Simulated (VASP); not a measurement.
# MnC (relaxed from the zinc blende structure, space group F-43m): computed properties

These are PBEsol GGA, VASP's PBE PAW potentials (set 64) (plane waves; VASP 6.6.1) values and carry that method's errors.

```yaml
space_group: F-43m (216)
cell: a = 4.273 Å, b = 4.273 Å, c = 4.273 Å, α = 90.00°, β = 90.00°, γ = 90.00°
volume_per_atom: 9.75 Å³/atom
band gap (over mesh and band path): none (metal, semimetal or under 0.01 eV)
cell_moment: -1.00 μB
density: 5.70 g/cm³
```

```yaml
crystal:
  lattice:
    - [0.00000, 2.13664, 2.13664]
    - [2.13664, 0.00000, 2.13664]
    - [2.13664, 2.13664, 0.00000]
  atoms:
    - { symbol: Mn, position: [0.00000, 0.00000, 0.00000], spin: -1.1 }
    - { symbol: C, position: [0.25000, 0.25000, 0.25000], spin: 0.1 }
```

The structure was generated: MnC was put into the zinc blende type (F-43m), which need not be its known phase. It was relaxed first, which changed the volume by -36 %. Symmetry was kept, so distortions that lower it aren't found.
